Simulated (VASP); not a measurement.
An input for Ansatz (written as the equivalent of a VASP run, and not itself run):

Ansatz 0.2 input:
```yaml
crystal:
  lattice:
    - [0.0000000, 2.9399340, 2.9399340]
    - [2.9399340, 0.0000000, 2.9399340]
    - [2.9399340, 2.9399340, 0.0000000]
  atoms:
    - { symbol: Li, position: [0.2500000, 0.2500000, 0.2500000] }
    - { symbol: Li, position: [0.7500000, 0.7500000, 0.7500000] }
    - { symbol: S, position: [0.0000000, 0.0000000, 0.0000000] }
kpoints:
  mp_grid: { grid: [7, 7, 7] }
hamiltonian:
  xc: rpbe
  pseudopotentials: { kind: paw }
scf:
  occupations: { method: gaussian, width: 0.05 }
  max_iter: 100
output: { forces: true, stress: true, eigenvalues: true }
```

Problem. Write the VASP files for the same calculation (RPBE).

Solution. Several could match; the one computed here: 
### INCAR
```
NELM = 100   # most electronic steps
ISIF = 2   # forces and stress, cell fixed
EDIFF = 1E-7   # SCF stop (eV)
LASPH = .True.   # aspherical one-centre terms
ISMEAR = 0
LWAVE = .False.
ALGO = Normal   # blocked Davidson
GGA = RP   # RPBE
LREAL = .False.
ENCUT = 520   # plane-wave cut-off (eV)
SYSTEM = Li2S
SIGMA = 0.05   # width (eV)
LCHARG = .False.
PREC = Accurate
```

File POSCAR:
```
Li2S
1
    0.0000000000     2.9399339790     2.9399339790
    2.9399339790     0.0000000000     2.9399339790
    2.9399339790     2.9399339790     0.0000000000
Li S
2 1
Direct
  0.2500000000   0.2500000000   0.2500000000
  0.7500000000   0.7500000000   0.7500000000
  0.0000000000   0.0000000000   0.0000000000
```

File KPOINTS:
```
Regular mesh
0
gamma
  7 7 7
```

POTCAR, in this order: Li_sv S (PBE.64 set). Program: vasp_std.

What does not carry over: each code has its own PAW files, so the cut-off isn't converted (ENCUT is set for VASP's; basis.ecutwfc is left out, and Ansatz then takes the one that its files recommend); Ansatz stops its SCF on the density residual and VASP on the energy change (EDIFF).

The compound is Li2S in the antifluorite structure. This cell is one point of a volume scan, at 1.06 of the reference volume.
